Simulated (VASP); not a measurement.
Here is the system:

```
CELL_PARAMETERS angstrom
      3.95352     0.00000     0.00000
      0.00000     3.95352     0.00000
      0.00000     0.00000     3.95352
ATOMIC_POSITIONS crystal
  Sr 0.00000 0.00000 0.00000
  Ti 0.50000 0.50000 0.50000
  O  0.50000 0.00000 0.50000
  O  0.00000 0.50000 0.50000
  O  0.50000 0.50000 0.00000
```

The numbers are results of PBE GGA with D3 dispersion (Becke-Johnson damping), VASP's PBE PAW potentials (set 64) (plane waves; VASP 6.6.1), not measurements. Numerical set-up: 520 eV cut-off, 6×6×6 Γ-centred mesh, Gaussian smearing of 0.050 eV, potentials Sr_sv Ti_sv O.

**Question.** Estimate the energy per atom (σ→0), pressure, band gap (on the k-mesh) with the smallest direct gap where there is one.

**Answer.** 
* **band gap (on the k-mesh)**: 1.79 eV
* **smallest direct gap (on the k-mesh)**: 2.16 eV
* **energy per atom (σ→0)**: -8.276 eV/atom
* **pressure**: -4.92 GPa

The absolute energy has meaning only against runs of the same code, potentials and settings.

The compound is SrTiO3 in the cubic perovskite structure, the ideal cubic form; the compound distorts at low or room temperature. This cell is one point of a volume scan, at 1.03 of the reference volume.
